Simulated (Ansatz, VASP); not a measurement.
# KZnF3 (KZnF3 (Pm-3m)) in two plane-wave programs

Wanted: the spread between two codes on one cell, functional and k mesh. The two relaxations start from unlike cells of this crystal (the structure described is Ansatz's start), so only their ends are compared.

Calculated with Ansatz 0.2.0; plane waves, with VASP 6.6.1 beside it; relaxation of cell and atoms at PBE.

### Step 1. The structure

Symmetry: Pm-3m, No. 221, cubic system. The conventional cell has a = 4.047 Å, b = 4.047 Å, c = 4.047 Å, α = 90.00°, β = 90.00°, γ = 90.00°. K has 12 F at 2.86 Å nearest. Zn has 6 F at 2.02 Å nearest. Nearest to F lie 2 Zn at 2.02 Å and 4 K at 2.86 Å. Farther neighbours and most contacts between anions are not listed.

### Step 2. VASP: relaxation of cell and atoms, PBE

The relaxed volume is the usual yardstick between codes: in a stiff, nearly cubic crystal its relative difference is about their pressure difference at one cell divided by the bulk modulus.

Lines of VASP's logs that name or quote its potential files are left out, and so is its time.

INCAR reads:

```
SYSTEM = KZnF3
PREC = Accurate
ENCUT = 600
EDIFF = 1E-07
NELM = 120
ISMEAR = 0
SIGMA = 0.01
LREAL = .FALSE.
ALGO = Normal
GGA = PE
NBANDS = 27
LORBIT = 11
LWAVE = .FALSE.
LCHARG = .FALSE.
ISIF = 3
IBRION = 2
NSW = 80
EDIFFG = -0.005
LASPH = .TRUE.
GGA_COMPAT = .FALSE.
NELMIN = 4
EFERMI = MIDGAP
KPAR = 2
```

POSCAR reads:

```
KZnF3
1.0
    4.1317780982      0.0000000000      0.0000000000
    0.0000000000      4.1317780982      0.0000000000
    0.0000000000      0.0000000000      4.1317780982
K Zn F
1 1 3
Direct
    0.0000000000      0.0000000000      0.0000000000
    0.5000000000      0.5000000000      0.5000000000
    0.0000000000      0.5000000000      0.5000000000
    0.5000000000      0.0000000000      0.5000000000
    0.5000000000      0.5000000000      0.0000000000
```

KPOINTS reads:

```
Automatic mesh
0
Gamma
7 7 7
0 0 0
```

PAW data sets: K_sv, Zn and F (PBE family, release 64).

The run is started by

```sh
> mpirun -np 2 vasp_std
```

Numbers of over 12 decimals in the logs are rounded to 6 here.

Log:

```text
[banner, memory and clock lines left out]
running    2 mpi-ranks, on    1 nodes
 distrk:  each k-point on    1 cores,    2 groups
 distr:  one band on    1 cores,    1 groups

 POSCAR found type information on POSCAR K ZnF
 POSCAR found :  3 types and       5 ions
 LDA part: xc-table for (Slater+PW92), standard interpolation
 POSCAR, INCAR and KPOINTS ok, starting setup
 FFT: planning ... GRIDC
 FFT: planning ... GRID_SOFT
 FFT: planning ... GRID
 WAVECAR not read
 entering main loop
       N       E                     dE             d eps       ncg     rms          rms(c)
DAV:   1     0.480339743556E+03    0.48034E+03   -0.24048E+04  1080   0.203E+03
DAV:   2     0.218058683576E+02   -0.45853E+03   -0.43939E+03  1227   0.492E+02
DAV:   3    -0.215277771134E+02   -0.43334E+02   -0.43058E+02  1245   0.160E+02
DAV:   4    -0.226571992989E+02   -0.11294E+01   -0.11266E+01  1653   0.240E+01
DAV:   5    -0.226721975187E+02   -0.14998E-01   -0.14982E-01  1422   0.242E+00    0.108E+01
DAV:   6    -0.203049290065E+02    0.23673E+01   -0.75478E+00  1564   0.382E+01    0.634E+00
DAV:   7    -0.203681996210E+02   -0.63271E-01   -0.15357E+00  1188   0.798E+00    0.418E+00
DAV:   8    -0.203820690572E+02   -0.13869E-01   -0.58649E-01  1459   0.147E+01    0.168E+00
DAV:   9    -0.203410286151E+02    0.41040E-01   -0.10519E-01  1674   0.944E+00    0.591E-01
DAV:  10    -0.203384897617E+02    0.25389E-02   -0.75997E-02  1620   0.606E+00    0.290E-01
DAV:  11    -0.203381225788E+02    0.36718E-03   -0.12348E-02  1581   0.138E+00    0.867E-02
DAV:  12    -0.203382418894E+02   -0.11931E-03   -0.47747E-04  1228   0.212E-01    0.949E-02
DAV:  13    -0.203381698448E+02    0.72045E-04   -0.92008E-04  1314   0.109E+00    0.503E-02
DAV:  14    -0.203381499534E+02    0.19891E-04   -0.25146E-04  1482   0.284E-01    0.931E-03
DAV:  15    -0.203381499382E+02    0.15164E-07   -0.18971E-05  1688   0.660E-02    0.480E-03
DAV:  16    -0.203381498635E+02    0.74659E-07   -0.42216E-06  1660   0.288E-02    0.220E-03
DAV:  17    -0.203381498007E+02    0.62874E-07   -0.64882E-07  1191   0.559E-03
   1 F= -.20338150E+02 E0= -.20338150E+02  d E =-.203381E+02
 curvature:   0.00 expect dE= 0.000E+00 dE for cont linesearch  0.000E+00
 trial: gam= 0.00000 g(F)=  0.000E+00 g(S)=  0.197E-04 ort = 0.000E+00 (trialstep = 0.100E+01)
 search vector abs. value=  0.197E-04
 bond charge predicted
       N       E                     dE             d eps       ncg     rms          rms(c)
DAV:   1    -0.203384127413E+02   -0.26288E-03   -0.45835E-03  1311   0.878E-01    0.122E-01
DAV:   2    -0.203381856277E+02    0.22711E-03   -0.92162E-04  1250   0.311E-01    0.336E-02
DAV:   3    -0.203381663246E+02    0.19303E-04   -0.28515E-05  1346   0.150E-01    0.200E-02
DAV:   4    -0.203381625707E+02    0.37539E-05   -0.15594E-05  1784   0.453E-02    0.111E-02
DAV:   5    -0.203381633342E+02   -0.76352E-06   -0.16584E-06  1613   0.151E-02    0.299E-03
DAV:   6    -0.203381636836E+02   -0.34937E-06   -0.24138E-07  1445   0.212E-02    0.646E-04
DAV:   7    -0.203381637262E+02   -0.42584E-07   -0.58836E-08   705   0.310E-03
   2 F= -.20338164E+02 E0= -.20338164E+02  d E =-.139255E-04
 trial-energy change:   -0.000014  1 .order   -0.000013   -0.000020   -0.000006
 step:   1.2323(harm=  1.3904)  dis= 0.00000  next Energy=   -20.338164 (dE=-0.146E-04)
 reached required accuracy - stopping structural energy minimisation
```

From OUTCAR (step 2):

```text
ion  position               nearest neighbor table
   1  0.000  0.000  0.000-
   2  0.500  0.500  0.500-   3 2.07   4 2.07   5 2.07   5 2.07   4 2.07   3 2.07
   3  0.000  0.500  0.500-   2 2.07   2 2.07
   4  0.500  0.000  0.500-   2 2.07   2 2.07
   5  0.500  0.500  0.000-   2 2.07   2 2.07

  LATTYP: Found a simple cubic cell.
 ALAT       =     4.1317780982

 Subroutine GETGRP returns: Found 48 space group operations
 (whereof 48 operations were pure point group operations)

The static configuration has the point symmetry O_h .

 Found     20 irreducible k-points:

   k-points           NKPTS =     20   k-points in BZ     NKDIM =     20   number of bands    NBANDS=     27

   dimension x,y,z NGX =    36 NGY =   36 NGZ =   36
   dimension x,y,z NGXF=    72 NGYF=   72 NGZF=   72

   ENCUT  =  600.0 eV  44.10 Ry    6.64 a.u.   8.25  8.25  8.25*2*pi/ulx,y,z

   NELECT =      42.0000    total number of electrons

 k-points in reciprocal lattice and weights: Automatic mesh
   0.00000000  0.00000000  0.00000000       0.003
   0.14285714  0.00000000  0.00000000       0.017
   0.28571429  0.00000000  0.00000000       0.017
   0.42857143  0.00000000  0.00000000       0.017
   0.14285714  0.14285714  0.00000000       0.035
   0.28571429  0.14285714  0.00000000       0.070
   0.42857143  0.14285714  0.00000000       0.070
   0.28571429  0.28571429  0.00000000       0.035
   0.42857143  0.28571429  0.00000000       0.070
[...]
0.42857143  0.42857143  0.28571429       0.070
   0.42857143  0.42857143  0.42857143       0.023

 average (electrostatic) potential at core
       1 -35.5037       2 -37.2836       3 -78.4664       4 -78.4664       5 -78.4664

 E-fermi :   0.4239

 k-point     1 :       0.0000    0.0000    0.0000
  band No.  band energies     occupation
    ...
     17      -3.0395      2.00000
     18      -3.0395      2.00000
     19      -2.8717      2.00000
     20      -2.8717      2.00000
     21      -2.8717      2.00000
     22       2.2984      0.00000
     23       7.5879      0.00000
     24       7.5879      0.00000
     25       7.9135      0.00000
     26       9.8255      0.00000
    ...

 k-point     2 :       0.1429    0.0000    0.0000
  band No.  band energies     occupation
    ...
     17      -3.0241      2.00000
     18      -3.0241      2.00000
     19      -2.9338      2.00000
     20      -2.8686      2.00000
     21      -2.8686      2.00000
     22       2.6872      0.00000
     23       7.6860      0.00000
     24       7.7432      0.00000
     25       8.1317      0.00000
     26       9.8130      0.00000
    ...

 k-point     3 :       0.2857    0.0000    0.0000
  band No.  band energies     occupation
    ...
     17      -3.0091      2.00000
     18      -3.0091      2.00000
     19      -2.9699      2.00000
     20      -2.8437      2.00000
     21      -2.8437      2.00000
     22       3.6599      0.00000
     23       7.5499      0.00000
     24       8.1086      0.00000
     25       8.9911      0.00000
     26       9.7849      0.00000
    ...

  Total       -0.0073267     -0.0073267     -0.0073267     -0.0000000      0.0000000     -0.0000000
  in kB       -0.1665474     -0.1665474     -0.1665474     -0.0000000      0.0000000     -0.0000000
  external PRESSURE =      -0.1665474 kB  Pullay stress =       0.0000000 kB

  energy-cutoff  :      600.00
  volume of cell :       70.48
      direct lattice vectors                 reciprocal lattice vectors
     4.130737901  0.000000000  0.000000000     0.242087497  0.000000000 -0.000000000
    -0.000000000  4.130737901  0.000000000    -0.000000000  0.242087497 -0.000000000
     0.000000000  0.000000000  4.130737901     0.000000000 -0.000000000  0.242087497

 POSITION                                       TOTAL-FORCE (eV/Angst)
 -----------------------------------------------------------------------------------
      0.00000      0.00000      0.00000        -0.000000     -0.000000      0.000000
      2.06537      2.06537      2.06537         0.000000      0.000000      0.000000
      0.00000      2.06537      2.06537        -0.000000      0.000000      0.000000
      2.06537      0.00000      2.06537         0.000000      0.000000      0.000000
      2.06537      2.06537      0.00000        -0.000000     -0.000000      0.000000
 -----------------------------------------------------------------------------------
    total drift:                                0.000000      0.000000      0.000000

  FREE ENERGIE OF THE ION-ELECTRON SYSTEM (eV)
  ---------------------------------------------------
  free  energy   TOTEN  =       -20.3381637262 eV

  energy  without entropy=      -20.3381637262  energy(sigma->0) =      -20.33816373

 reached required accuracy - stopping structural energy minimisation

 total charge
# of ion       s       p       d       tot
------------------------------------------
    1        1.953   5.588   0.020   7.561
    2        0.327   0.333   9.929  10.588
    3        1.729   4.356   0.000   6.084
    4        1.729   4.356   0.000   6.084
    5        1.729   4.356   0.000   6.084
--------------------------------------------------
tot          7.466  18.987   9.949  36.402

[... 3 further parts left out ...]
```

CONTCAR:

```
KZnF3
   1.00000000000000
     4.1307379014558459    0.0000000000000000    0.0000000000000000
    -0.0000000000000000    4.1307379014558459    0.0000000000000000
     0.0000000000000000    0.0000000000000000    4.1307379014558459
  K               Zn              F
     1     1     3
Direct
     0.0000000000000000    0.0000000000000000    0.0000000000000000
     0.5000000000000000    0.5000000000000000    0.5000000000000000
     0.0000000000000000    0.5000000000000000    0.5000000000000000
     0.5000000000000000    0.0000000000000000    0.5000000000000000
     0.5000000000000000    0.5000000000000000    0.0000000000000000
```

### Step 3. Ansatz: relaxation of cell and atoms, PBE

Ansatz runs on its default PAW (the set named soft_2) files.

Its own start cell and the same functional and mesh now go to Ansatz.

input.yaml reads:

```yaml
crystal:
  lattice:
    - [4.0474168, 0.0, 0.0]
    - [0.0, 4.0474168, 0.0]
    - [0.0, 0.0, 4.0474168]
  atoms:
    - { symbol: K, position: [0.0, 0.0, 0.0] }
    - { symbol: Zn, position: [0.5, 0.5, 0.5] }
    - { symbol: F, position: [0.0, 0.5, 0.5] }
    - { symbol: F, position: [0.5, 0.0, 0.5] }
    - { symbol: F, position: [0.5, 0.5, 0.0] }
basis:
  ecutwfc: 420
  xc_grid: 2
hamiltonian:
  xc: pbe
kpoints:
  mp_grid: { grid: [7, 7, 7] }
scf:
  occupations: { method: fixed }
  max_iter: 100
relax:
  f_tol: 0.005
  max_steps: 60
  cell: {}
output:
  forces: true
  stress: true
checkpoint:
  write: "../cell.run"
  compress: false
  write_wavefunctions: false
  write_every: 100000
```

The run is started by

```sh
> ansatz run input.yaml --threads 2 --pin off --max-ram 3768MiB --backend cpu --events-out ev --progress --plain --runs-dir out
```

Log:

```text
Engine: ansatz 0.2.0, aarch64-unknown-linux-gnu
Pseudopotentials: kind: paw
Pseudopotential: K, paw, valence charge 9, recommended cutoff 420 eV (normal), K.paw.azcp
Pseudopotential: Zn, paw, valence charge 12, recommended cutoff 420 eV (normal), Zn.paw.azcp
Pseudopotential: F, paw, valence charge 7, recommended cutoff 420 eV (normal), F.paw.azcp
Functional definition: PBE
  parameter kappa = 0.804
  parameter beta = 0.066725
  exchange = pbe_x(kappa = kappa, mu = beta*pi^2/3)
  correlation = pbe_c(beta = beta)
Crystal: 5 atoms, lattice volume = 66.303 Å³
Basis set: ecut = 420 eV, 1309 PW (Γ), exchange–correlation on 60×60×60 points (8 copies of the dense FFT grid, shifted against one another)
Bands: 26, of which v1, the nominal top of the filled ones, is band 21 counted from 1 (20 counted from 0)
Symmetry: 48 space group operations
Space group: Pm-3m (ITA 221), of the structure as read, at distance tolerance 4.0e-5 Å
k-points: 20 of 343
Non-local potential: K, projectors of the file, l = 0: 3, l = 1: 2, l = 2: 2
Non-local potential: Zn, projectors of the file, l = 0: 2, l = 1: 2, l = 2: 3, l = 3: 1
Non-local potential: F, projectors of the file, l = 0: 2, l = 1: 2, l = 2: 1
PAW form: soft (Blöchl's): semilocal exchange-correlation on the pseudo side does not see the compensation charge
PAW one-centre angular grid: K, 110 points (default); XC on 64 Gauss nodes
PAW one-centre angular grid: Zn, 590 points (default); XC on 64 Gauss nodes
PAW one-centre angular grid: F, 110 points (default); XC on 64 Gauss nodes
Initial density: superposition of atomic densities (neutral atoms: chi_scale 0, normalization atom), corrected by the library's trained network
Initial wavefunctions: pseudopotential atomic-orbital guess
Functional: x = pbe(κ = 0.804, μ = 0.219515), c = pbe(β = 0.066725)
SCF iter   1: F=—  HF=-7286.253487 eV  |F-HF|=—  |Δ(HF+E_count)|=         —  Δρ=5.35e-4  dr2=1.03e-4  ethr=1.77e-3  ⟨swp⟩=4.3  Hψ=2235  notcnv=0  defer=38
preconditioner: auto → Resta (q_TF=auto, 2.528 Å⁻¹)  ε∞=3.9  [insulator: Δε(μ)=3.970 eV  Ē_g=17.259 eV  n_scr=18 (ndim 8)  ℏωp=29.6 eV  f_vac=0.047  ε∞_Penn≈3.9]
SCF iter   2: F=—  HF=-7286.253691 eV  |F-HF|=—  |Δ(HF+E_count)|=   2.04e-4  Δρ=2.83e-4  dr2=3.68e-5  ethr=2.46e-7  ⟨swp⟩=2.0  Hψ=1144  notcnv=0  defer=56
SCF iter   3: F=—  HF=-7286.254004 eV  |F-HF|=—  |Δ(HF+E_count)|=   3.12e-4  Δρ=6.96e-5  dr2=3.40e-6  ethr=8.76e-8  ⟨swp⟩=2.0  Hψ=938  notcnv=0  defer=36
automatic band count: iteration 3 solves 25 bands in place of 26: the levels show a gap, and the empty bands left out lie too high to hold charge; the band table lists the bands solved (type scf.n_extra_bands for more)
SCF iter   4: F=—  HF=-7286.254006 eV  |F-HF|=—  |Δ(HF+E_count)|=   2.73e-6  Δρ=8.67e-5  dr2=3.23e-6  ethr=8.09e-9  ⟨swp⟩=2.0  Hψ=900  notcnv=0  defer=36
iter 5 did not close the SCF: its close was put off for the readings that it lacked (scf_convergence_deferred on its scf_iter line)
SCF iter   5: F=-7286.254005 eV  HF=-7286.254005 eV  |F-HF|=3.41e-8  |Δ(HF+E_count)|=   1.00e-6  Δρ=1.07e-5  dr2=9.14e-8  ethr=7.69e-9  ⟨swp⟩=2.0  Hψ=778  notcnv=0  defer=36
SCF iter   6: F=-7286.254005 eV  HF=-7286.254005 eV  |F-HF|=5.43e-8  |Δ(HF+E_count)|=   4.79e-8  Δρ=1.11e-5  dr2=4.21e-8  ethr=2.18e-10  ⟨swp⟩=2.0  Hψ=1885  notcnv=0
SCF 1 converged in 6 iterations: F = -7286.254005 eV  dr2 = 4.21e-8
  greatest PAW one-centre occupation: 0.994 electrons in one spin orbital (limit 2), on the Zn atom at site 1 (counted from 0), in its partial waves of l = 2
relax step   1: F+E_penalty+E_count = -7286.25400530 eV  Δ(F+E_penalty+E_count) = +0.000e0 eV  max|allowed force component| = 2.585e-29 eV/Å  Δτ_max = 0.0000 Å  P = +4.727 GPa  Ω = 66.303 Å³  (6 SCF iters, dr2 threshold 1.00e-7 eV, accepted)
[...]
relax step   6: F+E_penalty+E_count = -7286.30854819 eV  Δ(F+E_penalty+E_count) = +8.311e-4 eV  max|allowed force component| = 1.733e-29 eV/Å  Δτ_max = 0.0000 Å  P = +0.050 GPa  Ω = 70.257 Å³  energy of the carried Pulay correction = -1.489e-3 eV  (5 SCF iters, dr2 threshold 5.00e-7 eV, accepted)
[...]
relax step   7: F+E_penalty+E_count = -7286.31008147 eV  Δ(F+E_penalty+E_count) = -1.533e-3 eV  max|allowed force component| = 6.469e-30 eV/Å  Δτ_max = 0.0000 Å  P = +0.065 GPa  Ω = 70.257 Å³  stress off target by 6.48e-2 GPa  SCF on the basis re-selected at this cell (its energy is not comparable with the rows above)  (7 SCF iters)
[...]
relax step   8: F+E_penalty+E_count = -7286.30987139 eV  Δ(F+E_penalty+E_count) = +2.101e-4 eV  max|allowed force component| = 3.944e-30 eV/Å  Δτ_max = 0.0000 Å  P = +0.002 GPa  Ω = 70.319 Å³  energy of the carried Pulay correction = -2.229e-4 eV  (5 SCF iters, dr2 threshold 1.05e-8 eV, accepted)
[...]
relax step   9: F+E_penalty+E_count = -7286.31050247 eV  Δ(F+E_penalty+E_count) = -6.311e-4 eV  max|allowed force component| = 8.967e-30 eV/Å  Δτ_max = 0.0000 Å  P = +0.003 GPa  Ω = 70.319 Å³  stress off target by 3.47e-3 GPa  SCF on the basis re-selected at this cell (its energy is not comparable with the rows above)  (6 SCF iters)
basis re-selected at this cell: Δ(F+E_penalty+E_count) = -6.311e-4 eV, ΔP = +0.002 GPa vs the last step (what re-selecting the basis moved, of the pressure what is left beyond the Pulay correction that the steps carried, after the strain that the cell walked since its last selection, with what the two solves' SCF thresholds leave and, on support functions, any second-order correction that the steps lacked; it is no m [...]
SCF converged after 6 iterations
Free energy (F): -7286.310502 eV
Harris-Foulkes:  -7286.310502 eV  (|F-HF|=1.36e-11)
Internal energy: -7286.310502 eV  (E = F + TS)
E sigma→0 (E₀):  -7286.310502 eV
Fermi energy:    3.279021 eV
--- Per-component energies (eV) ---
  E_band       = -173.044396
  E_kinetic    = 1004.454967
  E_local      = -4140.321944  (includes V_loc(G=0)·N_el)
  E_nonlocal   = 857.273163
  E_hartree    = 1633.697222
  E_xc         = -510.431046
  E_vxc        = -522.085974  (∫ρ·V_xc dr)
  E_paw        = -3220.562681  (= ΣΔE_a)
  E_vpaw       = -639.765076  (= ΣTr[D̂ρ^β])
  E_aug_tail   = 0.005863  (compensation charges beyond the density's cutoff)
  E_ewald      = -2910.426047
  E_smearing   = -0.000000  (= −TS)
  E_closure    = -0.000000  (closes the sum)
  Σ components = -7286.310502   (vs F -7286.310502, Δ=0.00e0)
--- Forces (eV/Å), atoms counted from 1 ---
  atom   1  K     -0.00000000    -0.00000000     0.00000000
  atom   2  Zn     0.00000000    -0.00000000     0.00000000
  atom   3  F      0.00000000     0.00000000    -0.00000000
  atom   4  F      0.00000000    -0.00000000     0.00000000
  atom   5  F     -0.00000000     0.00000000     0.00000000
  max |Σ_I F_I| component: 7.36e-30 eV/Å
--- Stress (GPa, compression-positive) ---
        0.003467       0.000000       0.000000
        0.000000       0.003467      -0.000000
        0.000000      -0.000000       0.003467
  P = ⅓ Tr σ = 0.0035 GPa (0.035 kbar)
--- Relaxed structure (6 steps of the walk, 6 accepted, 3 SCFs on fresh bases) ---
  F+E_penalty+E_count = -7286.31050247 eV   max|allowed force component| = 8.967e-30 eV/Å   (the final SCF, on the basis selected at the relaxed cell)
  cell:  # Å, volume = 70.3189 Å³
    - [4.127535, 0, 0]
    - [0, 4.127535, 0.0]
    - [0, 0.0, 4.127535]
  atoms:
    - { symbol: K, position: [0, 0, 0] }
    - { symbol: Zn, position: [0.5, 0.5, 0.5] }
    - { symbol: F, position: [0, 0.5, 0.5] }
    - { symbol: F, position: [0.5, 0, 0.5] }
    - { symbol: F, position: [0.5, 0.5, 0] }
```

### Step 4. Comparison

Known differences besides the potentials themselves: fixed occupations in Ansatz, narrow Gaussian smearing in VASP; the cutoff is 420 eV in Ansatz and 600 eV in VASP; Ansatz adds a Pulay correction to the stress that steers its cell, VASP none. Total energies have different zeros and are not compared.

Both answers:

| quantity | Ansatz | VASP | difference |
| --- | --- | --- | --- |
| volume (Å³) | 70.32 | 70.48 | -0.23 % |
| edge a after relaxation, in the typed setting (Å) | 4.128 | 4.131 | -0.08 % |

### Step 5. Summary of results

```yaml
difference_in_volume_relaxation_of_cell_and_atoms_pbe: -0.23 %
```

In words: The difference in volume is -0.23 % (relaxation of cell and atoms, PBE), within the 1.2 % picked in this series as the mark of a large difference, as far as the stopping tolerances let one tell. How closely two codes agree says nothing of how well the functional describes the real material.

[Lines on the potential files, build, host, timing and source positions are cut from VASP's logs without a mark.]

[Logs are printed without paths, hosts, clocks, repeated set-up lines and the standing remarks that a program may print on its own settings, such as how far it seeks lower states.]

[Hosts, paths, dates, database ids (printed as entryN), source tags and the programs' standing remarks are cut or masked in the printed files.]
